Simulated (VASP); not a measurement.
VASP input:

**KPOINTS**
```
Automatic
0
Gamma
7 7 7
```

File POSCAR:
```
As
1
    0.0000000000     2.1290010000     2.1290010000
    2.1290010000     0.0000000000     2.1290010000
    2.1290010000     2.1290010000     0.0000000000
As
1
Direct
  0.0000000000   0.0000000000   0.0000000000
```

INCAR:
```
SYSTEM = As
PREC = Accurate; ENCUT = 300; LREAL = .FALSE.
LASPH = .TRUE.
EDIFF = 1E-6; NELM = 100; ALGO = Normal
LMAXMIX = 4
ISMEAR = 0; SIGMA = 0.2
ISIF = 2
LWAVE = .FALSE.; LCHARG = .FALSE.
```

POTCAR, in this order: As (LDA.64 set). Program: vasp_std.

**Question.** Translate this LDA calculation to Ansatz.

**Answer.** One equivalent input (not run):
Ansatz 0.2 input:
```yaml
crystal:
  lattice:
    - [0.0000000, 2.1290010, 2.1290010]
    - [2.1290010, 0.0000000, 2.1290010]
    - [2.1290010, 2.1290010, 0.0000000]
  atoms:
    - { symbol: As, position: [0.0000000, 0.0000000, 0.0000000] }
kpoints:
  mp_grid: { grid: [7, 7, 7] }
hamiltonian:
  xc: lda
  pseudopotentials: { kind: paw }
scf:
  occupations: { method: gaussian, width: 0.2 }
  max_iter: 100
output: { forces: true, stress: true, eigenvalues: true }
```
Limits of the translation: each code has its own PAW files, so the cut-off isn't converted (ENCUT is set for VASP's; basis.ecutwfc is left out, and Ansatz then takes the one that its files recommend); Ansatz stops its SCF on the density residual and VASP on the energy change (EDIFF); Ansatz's lda is the Perdew-Wang form, while the LDA potentials of VASP carry Perdew-Zunger's.

The structure was generated: As was put into an ordered model structure, which need not be its known phase. The cell was not relaxed at this level. The k-mesh is coarse (spacing up to 0.37 per Å, 2π included), so the numbers may not be converged in it. The run is one of a series of settings (GGA removed, POTCAR As (LDA.64 set) against the base run), some of them coarse on purpose.
